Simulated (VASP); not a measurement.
Here is the system:

```xyz
4
Lattice="3.4708 0.0000 0.0000 0.0000 3.4708 0.0000 0.0000 0.0000 3.4708" Properties=species:S:1:pos:R:3 pbc="T T T"
Si     0.0000     0.0000     0.0000
Ni     0.0000     1.7354     1.7354
Ni     1.7354     0.0000     1.7354
Ni     1.7354     1.7354     0.0000
```

Level of theory: PBE GGA with D4 dispersion, VASP's PBE PAW potentials (set 64) (plane waves; VASP 6.6.1). Numerical set-up: 520 eV cut-off, 10×10×10 Γ-centred mesh, tetrahedra with Blöchl corrections, potentials Si Ni.

Question: What does the run give for the energy per atom (σ→0), band gap (on the k-mesh) with the smallest direct gap where there is one?

Answer: 
```
Property                                                     Value
------------------------  ----------------------------------------
band gap (on the k-mesh)  none (metal, semimetal or under 0.01 eV)
energy per atom (σ→0)                               -6.420 eV/atom
```

Total energies compare only between runs with the same potentials, cut-off and functional.

The compound is Ni3Si in the L1_2 structure. It was relaxed first. The run is not spin-polarised, so no magnetic state was tried.
